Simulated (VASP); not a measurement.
# PtSe2: structure and properties in VASP

What structure and properties does PBEsol give PtSe2, and how near are they to the measured ones? The steps: relaxing cell and atoms (PBEsol), second relaxation, single point with fields (PBEsol), bands along the symmetry lines (PBEsol), density of states (PBEsol), vibrations at Γ (PBEsol), bands along the symmetry lines (PBEsol + SOC) and relaxing the atoms (PBEsol), changed input. The start is a cell from a database of measured crystal structures.

Main program and level: VASP 6.6.1; PBEsol; plane waves and PAW (Pt, Se), in the first sound run; inputs show where later runs differ.

**Measured values to reproduce.**

For PtSe2, 1T (literature value), “Metal-to-insulator transition in Pt-doped TiSe2 driven by emergent network of narrow transport channels” (2019, arxiv:1912.08246) quotes earlier work: lattice constant a (a of the 1T cell) 3.7278 Å [literature experimental value used as calculation input; measurement temperature not …]; lattice constant c (c of the 1T cell) 5.0813 Å [literature experimental value used as calculation input; measurement temperature not …].

For PtSe2, CdI2-type (1T) (single crystal grown by chemical vapour transport, 300 K), “Experimental evidence of type-II Dirac fermions in PtSe2” (2017, arxiv:1703.04242) gives, by Raman spectroscopy: Raman mode (Eg, in-plane Se vibration) about 175 cm⁻¹; Raman mode (A1g, out-of-plane Se vibration) 205 cm⁻¹.

Most raw output is cut from this account.

### 1. The structure

Before any relaxation, the start is as follows. It takes space group P-3m1 (No. 164, trigonal). The conventional cell has a = 3.728 Å, b = 3.728 Å, c = 5.031 Å, α = 90.00°, β = 90.00°, γ = 120.00°. Nearest to Pt lie 6 Se at 2.51 Å. Nearest to Se lie 3 Pt at 2.51 Å. Farther neighbours and most contacts between anions are not listed.

As a file:

```cif
data_structure
_symmetry_space_group_name_H-M 'P 1'
_symmetry_Int_Tables_number 1
_cell_length_a 3.7278
_cell_length_b 3.7278
_cell_length_c 5.0313
_cell_angle_alpha 90.000
_cell_angle_beta 90.000
_cell_angle_gamma 120.000
_cell_volume 60.55
loop_
_atom_site_label
_atom_site_type_symbol
_atom_site_fract_x
_atom_site_fract_y
_atom_site_fract_z
_atom_site_occupancy
Pt1 Pt 0.00000 0.00000 0.00000 1
Se2 Se 0.33333 0.66667 0.25500 1
Se3 Se 0.66667 0.33333 0.74500 1
```

### 2. Relaxing cell and atoms (PBEsol)

Properties are meant for the cell that this level of theory prefers, so cell and atoms are relaxed first (ISIF = 3) until forces and stress are small; EDIFFG sets the threshold. PBEsol restores the gradient expansion of exchange and is tuned for the cells of solids.

INCAR

```
SYSTEM = PtSe2
PREC = Accurate
ENCUT = 400
EDIFF = 1E-06
NELM = 100
ISMEAR = 0
SIGMA = 0.05
LREAL = .FALSE.
ALGO = Normal
GGA = PS
NBANDS = 17
LASPH = .TRUE.
LORBIT = 11
LWAVE = .FALSE.
LCHARG = .FALSE.
KPAR = 2
IBRION = 2
NSW = 60
ISIF = 3
EDIFFG = -0.01
```

POSCAR

```
PtSe2
1.0
    3.7278000000      0.0000000000      0.0000000000
   -1.8639000000      3.2283695002      0.0000000000
    0.0000000000      0.0000000000      5.0313000000
Pt Se
1 2
Direct
    0.0000000000      0.0000000000      0.0000000000
    0.3333333333      0.6666666667      0.2550000000
    0.6666666667      0.3333333333      0.7450000000
```

KPOINTS

```
Automatic mesh
0
Gamma
6 6 4
0 0 0
```

PAW data sets: Pt and Se (PBE family, release 64).

Started as:

```sh
mpirun -np 2 vasp_std
```

It took 75 s on 2 MPI ranks of AMD EPYC 7R43, shared host; peak memory 0.25 GiB; 2.5 min of CPU time.

The k-mesh is coarse for a metal. The bonds form layers, held to each other by dispersion, which PBEsol lacks, so the spacing between them is unreliable. The PAW data sets were made with PBE, which is usual practice but a small mismatch for other functionals. The run keeps the 12 symmetry operations of its start, so it cannot find a distortion of lower symmetry.

Relaxation path:

```csv
step,energy less that of the first step (eV),largest force (eV/Å),pressure (GPa),volume (Å³)
1,0.0000,0.1423,0.86,60.55
2,0.0003,0.0933,-1.87,61.51
3,-0.0027,0.0262,-0.50,61.01
4,-0.0055,0.0542,-0.42,60.77
5,-0.0088,0.0974,-0.25,60.29
6,-0.0091,0.1158,-0.14,60.05
7,-0.0108,0.0622,0.07,59.64
8,-0.0111,0.0294,0.20,59.40
9,-0.0106,0.0687,-0.62,59.71
10,-0.0112,0.0026,-0.02,59.49
11,-0.0112,0.0013,-0.04,59.49
12,-0.0112,0.0050,0.01,59.48
```

```csv
"conventional cell, symmetrised",before,after,change
a (Å),3.728,3.757,+0.8 %
b (Å),3.728,3.757,+0.8 %
c (Å),5.031,4.866,-3.3 %
volume (Å³/atom),20.18,19.83,-1.8 %
```

The atoms that moved most (Å, as changes of fractional coordinates times the final cell):

```csv
atom,dx,dy,dz,length
Se2,0.000,0.000,0.033,0.033
Se3,0.000,0.000,-0.033,0.033
```

Final coordinates:

```
Pt Se
1.0
     3.75686    0.00000    0.00000
    -1.87843    3.25354    0.00000
     0.00000    0.00000    4.86595
Pt Se
1 2
Cartesian
  0.0000 0.0000 0.0000
  0.0000 2.1690 1.2735
  1.8784 1.0845 3.5924
```

Numbers from this step:

| Property | Result |
| --- | --- |
| electrons | 22 |
| bands | 17 |
| irreducible k points | 24 |
| symmetry operations | 12 |
| free energy (TOTEN) | -15.91 eV |
| energy at zero smearing | -15.91 eV |
| Fermi energy | 6.568 eV |
| pressure | 0.009835 GPa |
| metallic | yes |
| SCF cycles over all ionic steps | 83 |

It ends with a largest force of 0.005 eV/Å and a pressure of 0.01 GPa. The volume lies -1.8 % from that of the database's start, which holds the thermal and zero-point expansion of its experiment.

### 3. Second relaxation

A relaxation keeps the plane waves of the cell it began with, so it is repeated from the new cell, on a basis made for it.

INCAR is that of step 2.

POSCAR

```
PtSe2
1.0
    3.7568604415      0.0000000000      0.0000000000
   -1.8784302207      3.2535365807      0.0000000000
    0.0000000000      0.0000000000      4.8659509471
Pt Se
1 2
Direct
    0.0000000000      0.0000000000      0.0000000000
    0.3333333333      0.6666666667      0.2617192430
    0.6666666667      0.3333333333      0.7382807570
```

KPOINTS is that of step 2.

Started as:

```sh
mpirun -np 2 vasp_std
```

Wall time 12 s (2 MPI ranks); peak memory 0.27 GiB; 23 s of CPU time.

Little changed from the start: no atom moved by 0.005 Å and no cell edge by 0.1 %.

Numbers from this step:

- pressure: 0.003182 GPa
- SCF cycles over all ionic steps: 12

It ends with a largest force of 0.005 eV/Å and a pressure of 0.00 GPa. The volume moved by under 0.01 %: the run met its threshold at the first step.

### 4. Single point with fields (PBEsol)

The relaxed cell gets a fresh self-consistent run, on a basis set for its own volume, to fix the density and to check the remaining stress.

Edit INCAR of step 3 so:

```diff
@@ -14,7 +14,5 @@
 LWAVE = .FALSE.
-LCHARG = .FALSE.
-KPAR = 2
-IBRION = 2
-NSW = 60
-ISIF = 3
-EDIFFG = -0.01
+LCHARG = .TRUE.
+ISIF = 2
+LELF = .TRUE.
+LVHAR = .TRUE.
```

POSCAR is that of step 3.

KPOINTS is that of step 3.

Started as:

```sh
mpirun -np 2 vasp_std
```

Wall time 11 s (2 MPI ranks); peak memory 0.22 GiB.

This step gave:

- electronic steps: 12
- bands: 18
- pressure: -0.002572 GPa

Valence electrons inside each PAW sphere by angular momentum. Sphere charges, by row:

```csv
atom,s (e),p (e),d (e),tot (e)
Pt1,0.674,0.685,8.039,9.397
Se2,1.489,2.206,0.071,3.767
Se3,1.489,2.206,0.071,3.767
```

ELF in the ac plane at fractional y = 0.000, with atoms of Pt within 0.2 Å of it. It is the smooth field of the valence electrons, not physical close to the nuclei.

Values, 18 rows by 14 columns, each cell a mean:
```
0.01 0.02 0.12 0.32 0.32 0.26 0.22 0.20 0.23 0.28 0.34 0.27 0.09 0.01
0.08 0.11 0.21 0.33 0.33 0.34 0.34 0.34 0.34 0.34 0.33 0.31 0.18 0.10
0.33 0.33 0.33 0.33 0.38 0.47 0.51 0.51 0.50 0.45 0.37 0.33 0.32 0.33
0.41 0.37 0.32 0.34 0.45 0.56 0.62 0.62 0.61 0.54 0.42 0.32 0.33 0.39
0.31 0.29 0.27 0.33 0.46 0.59 0.65 0.66 0.64 0.56 0.43 0.30 0.27 0.29
0.19 0.18 0.18 0.26 0.40 0.55 0.63 0.65 0.61 0.51 0.37 0.22 0.18 0.18
0.08 0.09 0.10 0.17 0.29 0.42 0.51 0.54 0.49 0.39 0.26 0.14 0.10 0.09
0.03 0.04 0.05 0.09 0.15 0.24 0.31 0.32 0.29 0.22 0.14 0.07 0.04 0.03
0.02 0.02 0.03 0.06 0.09 0.14 0.18 0.19 0.17 0.13 0.08 0.05 0.03 0.02
0.02 0.03 0.04 0.07 0.12 0.19 0.24 0.26 0.23 0.17 0.11 0.06 0.03 0.03
0.07 0.07 0.09 0.15 0.25 0.37 0.46 0.48 0.44 0.34 0.22 0.12 0.08 0.07
0.16 0.15 0.16 0.24 0.38 0.53 0.61 0.63 0.59 0.49 0.35 0.20 0.16 0.15
0.27 0.25 0.24 0.31 0.45 0.59 0.65 0.67 0.64 0.55 0.42 0.28 0.24 0.25
0.39 0.35 0.31 0.34 0.46 0.57 0.63 0.64 0.62 0.55 0.43 0.31 0.32 0.37
0.39 0.37 0.34 0.33 0.40 0.50 0.55 0.56 0.54 0.48 0.38 0.33 0.34 0.38
0.15 0.17 0.25 0.33 0.34 0.38 0.39 0.39 0.39 0.37 0.34 0.32 0.23 0.16
0.01 0.03 0.14 0.32 0.32 0.28 0.24 0.22 0.25 0.29 0.33 0.28 0.10 0.02
0.09 0.01 0.10 0.32 0.32 0.24 0.18 0.16 0.19 0.26 0.34 0.26 0.06 0.00
```
Columns run along a (3.8 Å), rows up along c (4.9 Å). Atoms in or near the plane, at fractional coordinates: Pt at (0.00, 0.00).

Valence density in the ac plane at fractional y = 0.000, with atoms of Pt within 0.2 Å of it. It is the smooth field of the valence electrons, not physical close to the nuclei.

Values in e/Å³, 18 rows by 14 columns, each cell a mean:
```
3.1 2.6 1.9 1.0 0.5 0.3 0.2 0.2 0.2 0.3 0.6 1.3 2.1 2.8
2.4 2.0 1.4 0.7 0.4 0.3 0.2 0.2 0.2 0.3 0.5 0.9 1.5 2.1
1.5 1.2 0.8 0.5 0.4 0.3 0.3 0.3 0.3 0.3 0.4 0.6 0.9 1.3
0.6 0.5 0.4 0.3 0.3 0.3 0.3 0.3 0.3 0.3 0.3 0.3 0.4 0.6
0.3 0.2 0.2 0.2 0.2 0.3 0.3 0.3 0.3 0.3 0.2 0.2 0.2 0.2
0.1 0.1 0.1 0.1 0.2 0.2 0.3 0.3 0.3 0.2 0.2 0.1 0.1 0.1
0.1 0.1 0.1 0.1 0.1 0.2 0.2 0.2 0.2 0.2 0.1 0.1 0.1 0.1
0.0 0.0 0.0 0.1 0.1 0.1 0.2 0.2 0.2 0.1 0.1 0.1 0.0 0.0
0.0 0.0 0.0 0.1 0.1 0.1 0.1 0.1 0.1 0.1 0.1 0.0 0.0 0.0
0.0 0.0 0.0 0.1 0.1 0.1 0.2 0.2 0.1 0.1 0.1 0.1 0.0 0.0
0.0 0.1 0.1 0.1 0.1 0.2 0.2 0.2 0.2 0.2 0.1 0.1 0.1 0.1
0.1 0.1 0.1 0.1 0.2 0.2 0.3 0.3 0.3 0.2 0.2 0.1 0.1 0.1
0.2 0.2 0.2 0.2 0.2 0.3 0.3 0.3 0.3 0.3 0.2 0.2 0.2 0.2
0.5 0.4 0.3 0.3 0.3 0.3 0.3 0.3 0.3 0.3 0.3 0.3 0.4 0.5
1.2 1.0 0.7 0.4 0.3 0.3 0.3 0.3 0.3 0.3 0.3 0.5 0.7 1.0
2.2 1.8 1.2 0.7 0.4 0.3 0.3 0.2 0.3 0.3 0.4 0.8 1.4 1.9
3.0 2.5 1.8 1.0 0.5 0.3 0.2 0.2 0.2 0.3 0.5 1.2 1.9 2.6
3.5 2.9 2.1 1.1 0.5 0.3 0.2 0.2 0.2 0.3 0.6 1.4 2.3 3.1
```
Columns run along a (3.8 Å), rows up along c (4.9 Å). Atoms in or near the plane, at fractional coordinates: Pt at (0.00, 0.00).

Electrostatic potential energy in the ac plane at fractional y = 0.000, with atoms of Pt within 0.2 Å of it. With pseudopotentials it is smooth inside the atoms' cores, unlike the true potential.

Values in eV, 18 rows by 14 columns, each cell a mean:
```
-64 -63 -51 -25  -6   0   1   1   1  -1  -9 -34 -55 -63
-58 -53 -38 -16  -3   0   0   0   0  -1  -5 -23 -43 -55
-36 -30 -19  -5  -1  -1  -2  -2  -2  -1  -1  -9 -22 -32
-10  -7  -3   0   0  -2  -3  -3  -3  -1   0  -1  -4  -8
  0   0   1   1   0  -2  -3  -4  -3  -1   0   1   1   0
  3   3   3   2   1  -1  -2  -3  -2   0   1   2   3   3
  4   4   3   3   2   1  -1  -1   0   1   2   3   4   4
  4   4   4   3   3   2   1   1   1   2   3   4   4   4
  4   4   4   4   3   3   2   2   2   3   3   4   4   4
  4   4   4   3   3   2   2   1   2   2   3   4   4   4
  4   4   4   3   2   1   0   0   0   1   2   3   4   4
  3   3   3   2   1  -1  -2  -2  -2   0   2   3   3   3
  1   1   2   2   0  -2  -3  -3  -3  -1   1   2   2   1
 -6  -5  -2   0   0  -2  -3  -3  -3  -1   0   0  -2  -5
-27 -23 -13  -3  -1  -1  -2  -2  -2  -1  -1  -5 -15 -24
-53 -47 -33 -13  -3   0   0   0   0  -1  -4 -19 -37 -49
-64 -62 -49 -23  -6   0   1   1   1  -1  -8 -32 -53 -63
-64 -64 -54 -28  -8   0   1   2   1  -1 -11 -37 -58 -64
```
Columns run along a (3.8 Å; values clipped at the 3rd and 97th percentile), rows up along c (4.9 Å). Atoms in or near the plane, at fractional coordinates: Pt at (0.00, 0.00).

In this run the pressure is 0.00 GPa, small enough to go on.

### 5. Bands along the symmetry lines (PBEsol)

The mesh alone shows little of the dispersion and can miss band extrema, so KPOINTS_OPT adds a path through the symmetry points after the self-consistent cycle.

INCAR

```
SYSTEM = PtSe2
PREC = Accurate
ENCUT = 400
EDIFF = 1E-06
NELM = 100
ISMEAR = 0
SIGMA = 0.05
LREAL = .FALSE.
ALGO = Normal
GGA = PS
NBANDS = 24
LASPH = .TRUE.
LORBIT = 11
LWAVE = .FALSE.
LCHARG = .FALSE.
KPAR = 2
```

POSCAR is that of step 4.

KPOINTS is that of step 4.

KPOINTS_OPT

```
Line mode
16
Line-mode
Reciprocal
  0.00000000   0.00000000   0.00000000 GAMMA
  0.50000000   0.00000000   0.00000000 M

  0.50000000   0.00000000   0.00000000 M
  0.33333333   0.33333333   0.00000000 K

  0.33333333   0.33333333   0.00000000 K
  0.00000000   0.00000000   0.00000000 GAMMA

  0.00000000   0.00000000   0.00000000 GAMMA
  0.00000000   0.00000000   0.50000000 A

  0.00000000   0.00000000   0.50000000 A
  0.50000000   0.00000000   0.50000000 L

  0.50000000   0.00000000   0.50000000 L
  0.33333333   0.33333333   0.50000000 H

  0.33333333   0.33333333   0.50000000 H
  0.00000000   0.00000000   0.50000000 A

  0.50000000   0.00000000   0.50000000 L
  0.50000000   0.00000000   0.00000000 M

  0.33333333   0.33333333   0.00000000 K
  0.33333333   0.33333333   0.50000000 H
```

Started as:

```sh
mpirun -np 2 vasp_std
```

It took 51 s on 2 MPI ranks; peak memory 0.31 GiB.

Spin-orbit coupling is off here; with elements this heavy it splits and shifts levels by tenths of an eV or more.

This step gave:

```yaml
bands: 24
fermi_energy: 6.569 eV
pressure: -0.01847 GPa
```

Electronic bands along the path, in eV, zero at the Fermi level; # counts the bands kept:

```csv
point,#6,#7,#8,#9,#10,#11,#12,#13
Γ,-2.47,-1.01,-1.01,0.75,1.19,1.19,3.28,4.07
0.53 of the way,-3.44,-2.17,-2.00,-1.48,1.44,1.91,4.81,6.29
M,-3.69,-3.34,-3.27,-2.92,0.54,2.51,4.95,5.98
0.53 of the way,-3.42,-3.04,-2.67,-1.58,0.21,1.08,4.27,6.61
K,-3.63,-2.36,-1.72,-1.72,-0.02,-0.02,3.88,7.50
0.47 of the way,-3.39,-2.77,-2.26,-0.39,0.58,1.68,4.83,6.58
Γ,-2.47,-1.01,-1.01,0.75,1.19,1.19,3.28,4.07
0.53 of the way,-2.55,-1.39,-1.39,-0.75,1.83,1.83,3.99,5.48
A,-2.95,-1.68,-1.65,-1.65,2.36,2.36,4.87,6.46
0.47 of the way,-3.23,-1.54,-1.41,-1.08,0.67,1.11,4.33,6.06
L,-3.36,-3.09,-2.67,-1.15,0.72,1.49,4.77,4.84
0.47 of the way,-3.46,-3.39,-2.39,-2.08,1.53,2.04,5.32,5.62
H,-4.34,-3.47,-2.47,-2.47,2.29,2.29,6.59,7.50
0.53 of the way,-3.24,-1.83,-1.23,-1.20,-0.03,1.52,5.20,5.82
A,-2.95,-1.68,-1.65,-1.65,2.36,2.36,4.87,6.46
jump to L,-3.36,-3.09,-2.67,-1.15,0.72,1.49,4.77,4.84
0.53 of the way,-3.39,-3.21,-3.16,-2.20,1.33,1.66,4.09,5.22
M,-3.69,-3.34,-3.27,-2.92,0.54,2.51,4.95,5.98
jump to K,-3.63,-2.36,-1.72,-1.72,-0.02,-0.02,3.88,7.50
0.47 of the way,-3.69,-3.11,-2.16,-2.16,1.02,1.02,5.05,7.51
H,-4.34,-3.47,-2.47,-2.47,2.29,2.29,6.59,7.50
```

The largest weight of each band there:

```csv
point,#6,#7,#8,#9,#10,#11,#12,#13
Γ,Pt 0.87,Se 0.88,Se 0.88,Se 0.99,Se 0.57,Se 0.57,Se 0.56,Se 0.53
M,Se 0.81,Pt 1.00,Pt 0.96,Pt 0.78,Pt 0.61,Se 0.62,Pt 0.57,Se 0.52
K,Pt 0.98,Se 0.77,Pt 0.60,Pt 0.60,Pt 0.64,Pt 0.64,Pt 0.60,Se 0.69
Γ,Pt 0.87,Se 0.88,Se 0.88,Se 0.99,Se 0.57,Se 0.57,Se 0.56,Se 0.53
A,Se 0.99,Pt 0.60,Se 0.91,Se 0.91,Se 0.58,Se 0.58,Pt 0.55,Se 0.55
L,Pt 1.00,Pt 0.93,Se 0.77,Se 0.85,Pt 0.50,Pt 0.52,Se 0.83,Se 0.56
```

There is no gap at this level.

### 6. Density of states (PBEsol)

A density of states needs more k-points than a total energy; ISMEAR = -5 takes tetrahedra, and LORBIT projects the states on the PAW spheres. The mesh is finer than in the run before.

Edit INCAR of step 5 so:

```diff
@@ -5,3 +5,3 @@
 NELM = 100
-ISMEAR = 0
+ISMEAR = -5
 SIGMA = 0.05
@@ -16 +16,2 @@
 KPAR = 2
+NEDOS = 2001
```

POSCAR is that of step 5.

KPOINTS

```
Automatic mesh
0
Gamma
9 9 6
0 0 0
```

Started as:

```sh
mpirun -np 2 vasp_std
```

Wall time 36 s (2 MPI ranks); peak memory 0.35 GiB.

With tetrahedra the forces and stress of a metal are not exact derivatives of the energy.

Numbers from this step:

```
electronic steps       : 15
irreducible k points   : 62
Fermi energy           : 6.678 eV
pressure               : -0.01848 GPa
DOS at the Fermi level : 0.5093 states/eV/cell
```

The density of states has structure finer than the step of the table below, so its rows give means over 1 eV, whole bins alone (the curve runs from -12.0 to 7.96 eV). Peaks (eV: height): total -6.2: 4.64, -5.8: 5.66, -4.5: 4.98, -3.5: 7.06; Pt d -6.2: 2.34, -5.8: 2.27, -4.3: 2.93, -3.5: 5.07; Se p -6.2: 1.11, -5.8: 1.40, -2.0: 1.09, 1.6: 1.08; Pt p -2.6: 0.201, -2.0: 0.192, 5.8: 0.175, 7.9: 0.347; Se s -5.8: 0.119, -4.5: 0.106, -3.4: 0.0936, 5.8: 0.0869.

States under -12.0 eV and over 8.0 eV are left out. The density of states by energy, zero at the Fermi level; means over each step; values in states/eV/cell:

```csv
energy (eV),total,Pt d,Se p,Pt p,Se s,Pt s,Se d
-9,0,0,0,0,0,0,0
-8,0.0534,0.00904,0.0147,2.9e-4,6.3e-4,0.00854,2.4e-4
-7,2.05,0.508,0.564,0.0302,0.0281,0.210,0.0103
-6,3.71,1.63,0.914,0.0755,0.0548,0.109,0.0296
-5,2.30,1.12,0.468,0.0594,0.0504,0.0613,0.0216
-4,2.80,1.76,0.400,0.0654,0.0292,0.0451,0.0250
-3,3.34,1.81,0.610,0.121,0.0420,0.106,0.0257
-2,2.60,0.816,0.915,0.169,0.0386,0.0172,0.0180
-1,1.05,0.210,0.456,0.0762,0.0225,0.00806,0.00950
0,0.827,0.274,0.268,0.0172,0.0361,0.00590,0.0128
1,2.10,0.653,0.782,0.0310,0.0507,0.0154,0.0386
2,1.23,0.352,0.549,0.0121,0.0152,0.00655,0.0167
3,0.00152,1.0e-5,6.5e-5,1.9e-4,8.9e-5,0,1.5e-4
4,0.619,0.0310,0.0927,0.0283,0.0207,0.130,0.0601
5,1.74,0.0788,0.290,0.0978,0.0628,0.316,0.161
6,1.34,0.0722,0.164,0.104,0.0525,0.0771,0.136
7,1.36,0.0748,0.114,0.161,0.0392,0.0121,0.190
```

The finer mesh and the other smearing move the Fermi level by +0.11 eV from the 6×6×4 run, one measure of the sampling error in the zero of the bands above. Of the states within 0.3 eV of the Fermi level, the largest shares in the PAW spheres are Pt d 34 % and Se p 31 %. The rest lies in smaller channels or between the spheres.

### 7. Vibrations at Γ (PBEsol)

Zone-centre modes test whether the atoms sit at a minimum within this cell. IBRION = 8 takes the force constants from linear response, which needs tightly converged orbitals.

INCAR

```
SYSTEM = PtSe2
PREC = Accurate
ENCUT = 400
EDIFF = 1E-08
NELM = 100
ISMEAR = 1
SIGMA = 0.2
LREAL = .FALSE.
ALGO = Normal
GGA = PS
NBANDS = 17
LASPH = .TRUE.
LORBIT = 11
LWAVE = .FALSE.
LCHARG = .FALSE.
KPAR = 2
IBRION = 8
ISIF = 2
```

POSCAR is that of step 6.

KPOINTS

```
Automatic mesh
0
Gamma
12 12 8
0 0 0
```

Started as:

```sh
mpirun -np 2 vasp_std
```

The job ended after 12 min (2 MPI ranks; peak memory 2 GiB).

Energies printed during the response cycles are not total energies of the cell.

This step gave:

- bands: 17
- irreducible k points: 131
- pressure of the cell: -0.03044 GPa
- largest force of the cell: 0.03115 eV/Å
- Fermi energy: 6.585 eV

The modes at Γ (shares of kinetic energy by element, %):

```csv
mode,frequency (cm⁻¹),symmetry,Pt %,Se %
1,0.0,acoustic,55,45
2,0.0,acoustic,55,45
3,0.0,acoustic,55,45
4,162.4,Eg,0,100
5,162.4,Eg,0,100
6,201.0,A1g,0,100
7,213.8,Eu,45,55
8,213.8,Eu,45,55
9,217.5,A2u,45,55
```

Displacements in mode 4 (162.4 cm⁻¹), the largest set to 1:
```
Pt1  0.00  0.00  0.00
Se2  0.21 -1.00  0.00
Se3 -0.21  1.00  0.00
```

Displacements in mode 6 (201.0 cm⁻¹), the largest set to 1:
```
Pt1  0.00  0.00  0.00
Se2  0.00  0.00  1.00
Se3  0.00  0.00 -1.00
```

The three acoustic modes come out at zero, and all others are real. By the characters of their eigenvectors the optical modes sort into (cm⁻¹) Raman active: Eg 162, A1g 201; infrared active: Eu 214, A2u 218. With a centre of inversion no mode is active in both.

(Continued in part 2 of 2.)

[Lines on the potential files, build, host, timing and source positions are cut from VASP's logs without a mark.]

[Logs are printed without paths, hosts, clocks, repeated set-up lines and the standing remarks that a program may print on its own settings, such as how far it seeks lower states.]

[Hosts, paths, dates, database ids (printed as entryN), source tags and the programs' standing remarks are cut or masked in the printed files.]

[Measured values are set beside computed ones only where the two were judged alike; some that the calculation misses by far are left out.]

[In band tables of VASP the shares of atoms and orbitals are scaled to a sum of 1 inside the atoms' spheres.]
